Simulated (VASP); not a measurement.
KBr (rock salt): the lattice constant a from VASP (plane waves, PAW) at several levels of theory. Static lattice.

| level | lattice constant a (Å) |
|---|---|
| LDA | 6.383 |
| PBE | 6.713 |
| PBEsol | 6.559 |
| PBE-D3 (zero damping) | 6.696 |
| optB86b-vdW | 6.570 |
| vdW-DF2 | 6.688 |
| vdW-DF-cx | 6.613 |
| MS2 | 6.625 |
| SCAN | 6.578 |
| r2SCAN | 6.612 |

The cell of the LDA run:

```
KBr
1.0
    0.00000     3.19161     3.19161
    3.19161     0.00000     3.19161
    3.19161     3.19161     0.00000
K Br
1 1
Direct
  0.00000   0.00000   0.00000
  0.50000   0.50000   0.50000
```

Only levels that ran to the end are used. Left out are those held back, those with too coarse a band path, GW runs whose mesh misses a band edge, hybrids' fits of cells that aren't cubic and levels without matching references; a question may draw on a part of the rest.

The compound is KBr in the rock salt structure.
